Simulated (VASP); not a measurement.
# Sn (Fd-3m) in VASP: notebook, part 2 of 2

VASP 6.6.1. Earlier steps stand in the parts before.

## Step 3: Optical spectrum, PBE

File INCAR:

```
ALGO     = Fast           # electronic algorithm
CSHIFT   = 0.1          
EDIFF    = 1E-7           # SCF threshold, eV
ENCUT    = 520            # plane-wave cutoff, eV
GGA      = PE             # functional
ISIF     = 2              # what is computed and relaxed
ISMEAR   = 0              # smearing method
LASPH    = T              # aspherical terms in the spheres
LCHARG   = F              # write CHGCAR
LOPTICS  = T              # frequency-dependent dielectric function
LREAL    = F              # projectors in reciprocal space
LWAVE    = F              # write WAVECAR
NBANDS   = 38             # bands
NEDOS    = 1000           # points of the DOS
NELM     = 80             # most SCF steps
PREC     = Accurate       # precision mode
SIGMA    = 0.03           # smearing width, eV
```

File KPOINTS:

```
k-points
0
Gamma
  10 10 10
```

File POSCAR:

```
Sn                                      
1.0
    0.0000000000      3.2685833775      3.2685833775
    3.2685833775      0.0000000000      3.2685833775
    3.2685833775      3.2685833775      0.0000000000
  Sn            
     2
Direct
     0.0000000000000000    0.0000000000000000    0.0000000000000000
     0.2500000000000000    0.2500000000000000    0.2500000000000000
```

Potentials or basis: VASP PAW PBE potentials, release 64 (Sn_d).

Launch:

```sh
cat potpaw_PBE.64/Sn_d/POTCAR > POTCAR
mpirun -np 1 vasp_std > vasp.out
```

OUTCAR:

```text
EDIFF = 1E-7
   ENCUT = 520
   GGA = PE
   ISIF = 2
   ISMEAR = 0
   LASPH = T
   LREAL = F
   NELM = 80
   PREC = Accurate

 ion  position               nearest neighbor table
   1  0.000  0.000  0.000-   2 2.83   2 2.83   2 2.83   2 2.83
   2  0.250  0.250  0.250-   1 2.83   1 2.83   1 2.83   1 2.83

  LATTYP: Found a face centered cubic cell.
 ALAT       =     6.5371667550

  Lattice vectors:

 A1 = (   0.0000000000,   3.2685833775,   3.2685833775)
 A2 = (   3.2685833775,   0.0000000000,   3.2685833775)
 A3 = (   3.2685833775,   3.2685833775,   0.0000000000)

Analysis of symmetry for initial positions (statically):
=====================================================================
 Subroutine PRICEL returns:
 Original cell was already a primitive cell.

 Routine SETGRP: Setting up the symmetry group for a
 face centered cubic supercell.

 Subroutine GETGRP returns: Found 48 space group operations
 (whereof 24 operations were pure point group operations)
 out of a pool of 48 trial point group operations.

The static configuration has the point symmetry T_d .
[... 893 lines left out ...]
 -----------------------------------------------------------------------------------
      0.00000      0.00000      0.00000         0.000000      0.000000      0.000000
      1.63429      1.63429      1.63429        -0.000000     -0.000000      0.000000
 -----------------------------------------------------------------------------------
    total drift:                                0.000000      0.000000      0.000000

  FREE ENERGIE OF THE ION-ELECTRON SYSTEM (eV)
  ---------------------------------------------------
  free  energy   TOTEN  =        -7.6657587219 eV

  energy  without entropy=       -7.6656786783  energy(sigma->0) =       -7.66571870

 electrical conductivity sigma (Mega S m-1) (frequency dependency in vasprun.xml)
  --------------------------------------------------------------------------------------
       0.000      -0.000       0.000
       0.000       0.000       0.000
      -0.000       0.000       0.000

  frequency dependent IMAGINARY DIELECTRIC FUNCTION (independent particle, no local field effects) density-density
     E(ev)      X         Y         Z        XY        YZ        ZX
  --------------------------------------------------------------------------------------------------------------
     0.00000     0.00000     0.00000     0.00000     0.00000     0.00000     0.00000
     0.58162    27.91970    27.91970    27.91970     0.00000     0.00000    -0.00000
     1.16323    25.16472    25.16472    25.16472    -0.00000    -0.00000     0.00000
     1.74485    14.71139    14.71139    14.71139     0.00000     0.00000    -0.00000
     2.32647    13.56242    13.56242    13.56242    -0.00000    -0.00000     0.00000
     2.90809    27.84903    27.84903    27.84903     0.00000    -0.00000     0.00000
[... 92 lines left out ...]
    56.99850     0.00050     0.00050     0.00050     0.00000    -0.00000    -0.00000
    57.58012     0.00047     0.00047     0.00047     0.00000    -0.00000    -0.00000

  frequency dependent      REAL DIELECTRIC FUNCTION (independent particle, no local field effects) density-density
     E(ev)        X           Y           Z          XY          YZ          ZX
  --------------------------------------------------------------------------------------------------------------
     0.00000    39.12002    39.12002    39.12002    -0.00000     0.00000     0.00000
     0.58162    47.93799    47.93799    47.93799    -0.00000     0.00000    -0.00000
     1.16323    -7.07757    -7.07757    -7.07757     0.00000    -0.00000    -0.00000
     1.74485     7.30974     7.30974     7.30974    -0.00000    -0.00000     0.00000
     2.32647     6.46064     6.46064     6.46064     0.00000     0.00000    -0.00000
     2.90809     6.15081     6.15081     6.15081     0.00000    -0.00000     0.00000
[... 92 lines left out ...]
    56.99850     0.89836     0.89836     0.89836     0.00000     0.00000    -0.00000
    57.58012     0.90118     0.90118     0.90118     0.00000     0.00000    -0.00000

  frequency dependent IMAGINARY DIELECTRIC FUNCTION (independent particle, no local field effects) current-current
     E(ev)      X         Y         Z        XY        YZ        ZX
  --------------------------------------------------------------------------------------------------------------
     0.00000   131.04414   131.04414   131.04414    -0.00000    -0.00000     0.00000
     0.58162    43.57568    43.57568    43.57568    -0.00000    -0.00000     0.00000
     1.16323    23.34562    23.34562    23.34562    -0.00000    -0.00000    -0.00000
     1.74485    15.35569    15.35569    15.35569     0.00000    -0.00000     0.00000
     2.32647    13.98246    13.98246    13.98246     0.00000     0.00000     0.00000
     2.90809    28.17085    28.17085    28.17085    -0.00000     0.00000     0.00000
[... 92 lines left out ...]
    56.99850     0.00014     0.00014     0.00014     0.00000     0.00000    -0.00000
    57.58012     0.00013     0.00013     0.00013     0.00000     0.00000    -0.00000

  frequency dependent      REAL DIELECTRIC FUNCTION (independent particle, no local field effects) current-current
     E(ev)        X           Y           Z          XY          YZ          ZX
  --------------------------------------------------------------------------------------------------------------
     0.00000    37.33439    37.33439    37.33439    -0.00000    -0.00000     0.00000
     0.58162    37.50190    37.50190    37.50190    -0.00000    -0.00000     0.00000
     1.16323   -10.94817   -10.94817   -10.94817    -0.00000     0.00000     0.00000
     1.74485     5.76255     5.76255     5.76255     0.00000     0.00000    -0.00000
     2.32647     5.38308     5.38308     5.38308    -0.00000    -0.00000    -0.00000
     2.90809     4.26268     4.26268     4.26268     0.00000    -0.00000    -0.00000
[... 92 lines left out ...]
    56.99850     0.89847     0.89847     0.89847    -0.00000     0.00000    -0.00000
    57.58012     0.90129     0.90129     0.90129    -0.00000     0.00000    -0.00000
```

stdout:

```text
POSCAR found type information on POSCAR Sn
 POSCAR found :  1 types and       2 ions
 scaLAPACK will be used
 LDA part: xc-table for (Slater+PW92), standard interpolation
 POSCAR, INCAR and KPOINTS ok, starting setup
 FFT: planning ... GRIDC
 FFT: planning ... GRID_SOFT
 FFT: planning ... GRID
 WAVECAR not read
 entering main loop
WARNING in EDDRMM: call to ZHEGV failed, returncode =   6  3     31
WARNING in EDDRMM: call to ZHEGV failed, returncode =   8  4     33
WARNING in EDDRMM: call to ZHEGV failed, returncode =   8  4     31
 num prob WARNING in EDDRMM: call to ZHEGV failed, returncode =   8  4     32
 num prob  num prob WARNING in EDDRMM: call to ZHEGV failed, returncode =   8  4     35
 num prob  num prob  num prob  num prob  num prob  num prob  num prob  num prob  num prob  num prob  num prob  num prob  num prob  num prob  num prob  num prob  num prob  num prob  num prob  num prob  num prob  num prob  num prob  num prob  num prob  num prob  num prob  num prob  num prob  num prob  num prob  num prob  num prob  num prob  num prob  num prob  num prob  num prob  num prob  num prob  num prob  num prob  num prob  num prob  num prob  num prob RMM:  15    -0.766575872185E+01   -0.51682E-07   -0.36681E-08  3024   0.942E-04
 optical routines
 imaginary and real dielectric function
 recalculating local potential from charge density
 direction            1
 direction            2
 direction            3
```

It took 81 s on 1 thread of Intel Xeon Platinum 8488C (Sapphire Rapids), shared host; peak memory 0.34 GiB.

What came out:

| Property | Result |
| --- | --- |
| Free energy | -7.6658 eV |
| Pressure | 2.1 GPa |
| Band gap on the k mesh | none (metal or under the smearing width) |

Dielectric function (mean over the directions given):
| energy (eV) | real part | imaginary part |
| --- | --- | --- |
| 0.29 | 42.75 | 3.33 |
| 0.76 | 37.58 | 24.19 |
| 1.28 | 3.52 | 13.97 |
| 1.80 | 8.90 | 14.07 |
| 2.27 | 5.24 | 16.77 |
| 2.79 | 11.45 | 25.25 |
| 3.32 | -10.00 | 15.96 |
| 3.78 | -4.96 | 18.73 |
| 4.30 | -9.14 | 10.16 |
| 4.83 | -5.48 | 5.16 |
| 5.29 | -4.72 | 4.11 |
| 5.82 | -5.08 | 3.06 |
| 6.34 | -2.80 | 2.13 |
| 6.80 | -3.25 | 2.35 |
| 7.33 | -1.97 | 1.92 |
| 7.85 | -2.19 | 1.44 |
| 8.32 | -1.41 | 1.06 |
| 8.84 | -1.49 | 0.87 |
| 9.36 | -1.20 | 0.65 |
| 9.83 | -0.96 | 0.63 |
| 10.35 | -0.77 | 0.54 |
| 10.88 | -0.64 | 0.47 |
| 11.34 | -0.50 | 0.33 |
| 11.87 | -0.32 | 0.38 |
| 12.39 | -0.24 | 0.27 |
| 12.85 | -0.18 | 0.27 |
| 13.38 | -0.04 | 0.20 |
| 13.84 | 0.04 | 0.24 |
| 14.37 | 0.10 | 0.12 |
| 14.89 | 0.17 | 0.11 |
| 15.41 | 0.27 | 0.10 |
| 15.88 | 0.30 | 0.10 |
| 16.40 | 0.37 | 0.08 |
| 16.93 | 0.42 | 0.09 |
| 17.39 | 0.47 | 0.06 |
| 17.91 | 0.49 | 0.06 |
| 18.44 | 0.56 | 0.05 |
| 18.90 | 0.59 | 0.05 |
| 19.43 | 0.63 | 0.05 |
| 19.95 | 0.67 | 0.05 |

Caveat: independent-particle spectra lack excitons; the intraband (Drude) part of a metal's response may be missing.
